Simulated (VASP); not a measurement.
VASP runs on Ni$_{3}$Si (L1_2) share one base input (PBE GGA, plane waves, VASP's PBE PAW potentials (set 64)) and change the settings named in each case.

INCAR:
```
LASPH = .TRUE.
LCHARG = .FALSE.
NELM = 100
GGA = PE   # PBE
SYSTEM = Ni3Si
LWAVE = .FALSE.
EDIFF = 1E-6   # SCF stop (eV)
ALGO = Normal
LMAXMIX = 4
ISIF = 2
ISMEAR = 1   # Methfessel-Paxton
LREAL = .FALSE.
PREC = Accurate
SIGMA = 0.1   # width (eV)
ENCUT = 400
```

KPOINTS:
```
Automatic mesh
0
Gamma
8 8 8
0 0 0
```

File POSCAR:
```
Ni3Si
1
    3.5100000000     0.0000000000     0.0000000000
    0.0000000000     3.5100000000     0.0000000000
    0.0000000000     0.0000000000     3.5100000000
Si Ni
1 3
Direct
  0.0000000000   0.0000000000   0.0000000000
  0.0000000000   0.5000000000   0.5000000000
  0.5000000000   0.0000000000   0.5000000000
  0.5000000000   0.5000000000   0.0000000000
```

POTCAR, in this order: Si Ni (PBE.64 set). Program: vasp_std.

```csv
change,E(σ→0) (eV/atom),pressure (GPa),−TS (eV),irreducible k-points
base run,-5.9205,-1.13,0.0014,35
"KGAMMA = .TRUE., KSPACING = 0.16, KPOINTS file removed",-5.9208,-1.13,-0.0005,84
"KGAMMA = .TRUE., KSPACING = 0.2, KPOINTS file removed",-5.9208,-1.11,0.0003,35
"KGAMMA = .TRUE., KSPACING = 0.8, KPOINTS file removed",-5.8824,0.04,-0.0056,4
"KGAMMA = .FALSE., KSPACING = 0.6, KPOINTS file removed",-5.8824,0.04,-0.0056,4
"KGAMMA = .TRUE., KSPACING = 0.4, KPOINTS file removed",-5.9210,-1.31,-0.0014,10
```
  The base run's pressure lies -0.47 GPa from that at 800 eV (Pulay error).

Left out are runs that ran out of time, are held back, or changed the cell or the kind of run, fixed moments of cells without a moment, rows past the twelfth, gaps on odd meshes, pressures of charged cells and columns that move by less than the noise.

The compound is Ni3Si in the L1_2 structure. The cell was not relaxed at this level. The run is not spin-polarised, so no magnetic state was tried.
